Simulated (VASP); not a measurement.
Here is the system:

```
P
1.0
    1.62874    -7.03997     0.00000
    1.62874     7.03997     0.00000
    0.00000     0.00000     4.62972
P
4
Cartesian
  1.62874   6.01476   4.20194
  1.62874   1.02520   1.88708
  1.62874  -1.02520   2.74265
  1.62874  -6.01476   0.42779
```

Method: RPBE GGA, VASP's PBE PAW potentials (set 64) (plane waves; VASP 6.6.1). Numerical set-up: 520 eV cut-off, 7×7×5 Γ-centred mesh, Gaussian smearing of 0.050 eV, potentials P.

Without a dispersion term in the relaxation, distances and binding between the weakly bound layers, chains or molecules are unreliable, and so is what depends on them.

Problem. The ions and cell shape at fixed volume are relaxed. Predict the relaxed structure.

Solution. 
```
P
1.0
    1.65713    -6.78266     0.00000
    1.65713     6.78266     0.00000
    0.00000     0.00000     4.72304
P
4
Direct
  0.07712   0.92288   0.90765
  0.42288   0.57712   0.40765
  0.57712   0.42288   0.59235
  0.92288   0.07712   0.09235
```
Space group Cmce (64), at a tolerance of 0.03 Å.

Problem. How much energy does the relaxation gain?

Solution. The energy (σ→0) changes by -15.9 meV/atom, in 10 ionic steps.

The compound is P in the black structure. This cell is one point of a volume scan, at 0.94 of the reference volume. Symmetry was kept, so distortions that lower it aren't found.
